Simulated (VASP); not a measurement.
Given:

```xyz
4
Lattice="1.2215 -2.1158 0.0000 1.2215 2.1158 0.0000 0.0000 0.0000 6.4637" Properties=species:S:1:pos:R:3 pbc="T T T"
C      0.0000     0.0000     1.6159
C      0.0000     0.0000     4.8478
C      1.2215     0.7053     1.6159
C      1.2215    -0.7053     4.8478
```

All values below come from vdW-DF-cx, VASP's PBE PAW potentials (set 64) (plane waves; VASP). Run with 520 eV cut-off, 10×10×4 Γ-centred mesh, Gaussian smearing of 0.050 eV, potentials C.

### Question
The ions and cell shape at fixed volume are relaxed. What does this cell relax into?

### Answer

```xyz
4
Lattice="1.2321 -2.1340 0.0000 1.2321 2.1340 0.0000 0.0000 0.0000 6.3538" Properties=species:S:1:pos:R:3 pbc="T T T"
C      0.0000     0.0000     1.5884
C      0.0000     0.0000     4.7653
C      1.2321     0.7113     1.5884
C      1.2321    -0.7113     4.7653
```
Space group P6_3/mmc (194), at a tolerance of 0.03 Å.

### Question
How much energy does the relaxation gain?

### Answer
The energy (σ→0) changes by -5.5 meV/atom, in 3 ionic steps.

| step | E(σ→0) (eV) | max force (eV/Å) | pressure (GPa) | volume (Å³) |
|---|---|---|---|---|
| 1 | -32.6426 | 0.000 | 9.05 | 33.41 |
| 2 | -32.6637 | 0.000 | 0.04 | 33.41 |
| 3 | -32.6648 | 0.000 | 1.68 | 33.41 |

The compound is C in the graphite structure. This cell is one point of a volume scan, at 0.97 of the reference volume. Symmetry was kept, so distortions that lower it aren't found.
